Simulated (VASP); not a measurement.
These are PBE GGA, VASP's PBE PAW potentials (set 64) (plane waves; VASP) values and carry that method's errors. Each cell was relaxed at this level, without spin-orbit coupling.

Which of these comes out without a gap?
(A) HfS2, P-3m1 (164)
(B) PbI2, P-3m1 (164)
(C) BaS, Fm-3m (225)
(D) TiSe2, P-3m1 (164)

D, TiSe2, P-3m1 (164). The others have gaps of 2.16 eV (BaS, Fm-3m (225)), 2.42 eV (PbI2, P-3m1 (164)), 1.25 eV (HfS2, P-3m1 (164)).
